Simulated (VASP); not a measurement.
Set up this calculation in VASP 6.6.1, as the native input.

* Task: single point
* Functional: PBEsol
* Potentials or basis: VASP PAW PBE potentials, release 64 (Tl_d, Na_pv)
* Cutoff: 520 eV
* k mesh: 3 × 3 × 3
* Occupations: fermi-dirac, width 0.1 eV
* Spin: no spin polarisation
* Dipole correction: no
* Further INCAR settings: ALGO = Normal; EDIFF = 1e-07; NBANDS = 28

The structure of NaTl lies in POSCAR:

```
NaTl
1.0
    4.3850360000     -0.3457390000      1.0992180000
    0.1586790000      5.2227860000      0.0988400000
   -0.0920310000     -0.7215260000      4.7136580000
Tl Na
2 2
Direct
    0.2033434670      0.8193532057      0.5586114500
    0.7166465673      0.4724210548      0.4429409381
    0.5853527216      0.9887646127      0.0292611933
    0.1414102296      0.3590028432      0.8584624700
```

The cell was built by a generator and needn't be a form met in nature.

These files were run (other wordings do the same):

INCAR

```
PREC = Accurate ; ENCUT = 520
EDIFF = 1E-7 ; ISMEAR = -1
SIGMA = 0.1 ; LREAL = False
LASPH = True ; NELM = 80
ALGO = Normal ; ISIF = 2
LWAVE = False ; LCHARG = True
GGA = PS ; LELF = True
LVHAR = True ; NBANDS = 28
```

KPOINTS

```
regular mesh
0
Gamma
  3 3 3
```

Potentials or basis: VASP PAW PBE potentials, release 64 (Tl_d, Na_pv).

Launch:

```console
$ cat potpaw_PBE.64/Tl_d/POTCAR potpaw_PBE.64/Na_pv/POTCAR > POTCAR
$ mpirun -np 1 vasp_std > vasp.out
```

It gave:

```
Pressure               : 3.9 GPa
Largest force          : 1.138 eV/Å
Band gap on the k mesh : none (metal or under the smearing width)
```

Caveat: the k mesh is coarse (spacing up to 0.47 Å⁻¹), so the values aren't converged; the PAW data sets were made with another functional, which shifts forces and pressure a little.

It took 17 s on 1 thread of Intel(R) Xeon(R) 6975P-C (Granite Rapids) (shared host), peak memory 0.22 GiB.
